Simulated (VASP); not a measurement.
Cost and result of VASP (PAW) for the lattice constant a of Al (fcc). Static lattice. The cost counts the five points of the equation of state, each on the mesh and cut-off of its row, so the ratios hold those differences too. With PBE it took about 30 core-seconds. Times come from single runs on busy shared machines, so they are rough: good to a factor of about 2.

Measured: 4.018 Å at 0 K (as given by Daniel Mejia-Rodriguez et al., Physical Review B (2018), arXiv:1807.09216; static lattice: zero-point anharmonic expansion removed).

| level | k-mesh | cut-off (eV) | lattice constant a (Å) | error (%) | cost over PBE |
|---|---|---|---|---|---|
| revPBE | 15×15×15 | 520 | 4.054 | +0.9 | within a factor of 2 |
| PBE | 15×15×15 | 520 | 4.037 | +0.5 | reference |
| PBE-D3 (zero damping) | 16×16×16 | 520 | 4.008 | -0.3 | within a factor of 2 |
| PBEsol | 16×16×16 | 520 | 4.016 | -0.1 | within a factor of 2 |
| vdW-DF2 | 15×15×15 | 520 | 4.086 | +1.7 | about 2 times |
| r2SCAN | 16×16×16 | 520 | 3.989 | -0.7 | about 10 times |
| SCAN | 16×16×16 | 520 | 4.006 | -0.3 | about 20 times |

Within 0.5 % of the measurement lie PBE, PBE-D3 (zero damping), PBEsol, SCAN; PBE, PBE-D3 (zero damping), PBEsol stand at the low end of their costs.

Left out are levels that failed, ran on another kind of processor or have no fit band path; at most nine are shown.

The compound is Al in the fcc structure.
